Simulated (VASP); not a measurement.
Method: PBE GGA, VASP's PBE PAW potentials (set 64) (plane waves; VASP).

Input for VASP

POSCAR:
```
PbTe
1
    0.0000000000     3.2818670601     3.2818670601
    3.2818670601     0.0000000000     3.2818670601
    3.2818670601     3.2818670601     0.0000000000
Te Pb
1 1
Direct
  0.5000000000   0.5000000000   0.5000000000
  0.0000000000   0.0000000000   0.0000000000
```

INCAR:
```
ALGO  =  Normal
EDIFF  =  1E-7
ENCUT  =  400
GGA  =  PE
ISIF  =  2
ISMEAR  =  -5
LASPH  =  .True.
LCHARG  =  .True.
LMAXMIX  =  4
LORBIT  =  11
LREAL  =  .False.
LWAVE  =  .False.
NEDOS  =  601
NELM  =  100
PREC  =  Accurate
SYSTEM  =  PbTe
```

File KPOINTS:
```
Automatic mesh
0
Gamma
8 8 8
0 0 0
```

POTCAR, in this order: Te Pb_d (PBE.64 set). Program: vasp_std.

Unless said otherwise, spin-orbit coupling is left out, though it shifts the bands of the heavy elements here.

Question: Predict the energy per atom (σ→0), band gap (on the k-mesh).

Answer: 
```
Property                          Result
------------------------  --------------
energy per atom (σ→0)     -3.761 eV/atom
band gap (on the k-mesh)         0.83 eV
```

### OSZICAR
```
...
DAV:   8    -0.752305976675E+01   -0.22496E-02   -0.10783E-02   842   0.123E+00    0.134E-01
DAV:   9    -0.752292390252E+01    0.13586E-03   -0.14525E-03  1214   0.438E-01    0.539E-02
DAV:  10    -0.752297031821E+01   -0.46416E-04   -0.14858E-04   836   0.956E-02    0.235E-02
DAV:  11    -0.752297828878E+01   -0.79706E-05   -0.33144E-05   990   0.489E-02    0.958E-03
DAV:  12    -0.752297862701E+01   -0.33823E-06   -0.20406E-06  1040   0.163E-02    0.838E-03
DAV:  13    -0.752297832777E+01    0.29924E-06   -0.32839E-07   926   0.478E-03    0.268E-03
DAV:  14    -0.752297836469E+01   -0.36924E-07   -0.40396E-07   790   0.620E-03
   1 F= -.75229784E+01 E0= -.75229784E+01  d E =0.000000E+00
```

The compound is PbTe in the rock salt structure. It was relaxed first.
